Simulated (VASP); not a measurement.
Level of theory: SCAN meta-GGA, VASP's PBE PAW potentials (set 64) (plane waves; VASP).

Input for VASP

### KPOINTS
```
K-points
0
G
  13 13 6
0 0 0
```

### POSCAR
```
Cd
1.0
  2.9731000000   0.0000000000   0.0000000000
 -1.4865500000   2.5747800000   0.0000000000
  0.0000000000   0.0000000000   5.6069000000
Cd
2
direct
  0.3333330000   0.6666670000   0.2500000000
  0.6666670000   0.3333330000   0.7500000000
```

INCAR:
```
ALGO  =  Normal
EDIFF  =  1E-6
EDIFFG  =  -0.01
ENCUT  =  400
IBRION  =  2
ISIF  =  3
ISMEAR  =  1
LASPH  =  .TRUE.
LCHARG  =  .FALSE.
LMAXMIX  =  4
LMIXTAU  =  .TRUE.
LREAL  =  .FALSE.
LWAVE  =  .FALSE.
METAGGA  =  SCAN
NELM  =  100
NSW  =  60
PREC  =  Accurate
SIGMA  =  0.1
SYSTEM  =  Cd
```

POTCAR, in this order: Cd (PBE.64 set). Program: vasp_std.

**Question.** What will the output report for the number of irreducible k-points (NKPTS), number of bands (NBANDS), largest plane-wave count, number of space-group operations, FFT grid (NGX, NGY, NGZ)?

**Answer.** 
The number of irreducible k-points (NKPTS) comes out as 84 and the number of bands (NBANDS) comes out as 16. The largest plane-wave count comes out as 794 and the number of space-group operations comes out as 24. The FFT grid (NGX, NGY, NGZ) comes out as 20 × 20 × 40.

The structure comes from a measured Cd entry (P6_3/mmc) of the Crystallography Open Database, whose conditions weren't checked. This run relaxes it. Symmetry was kept, so distortions that lower it aren't found.
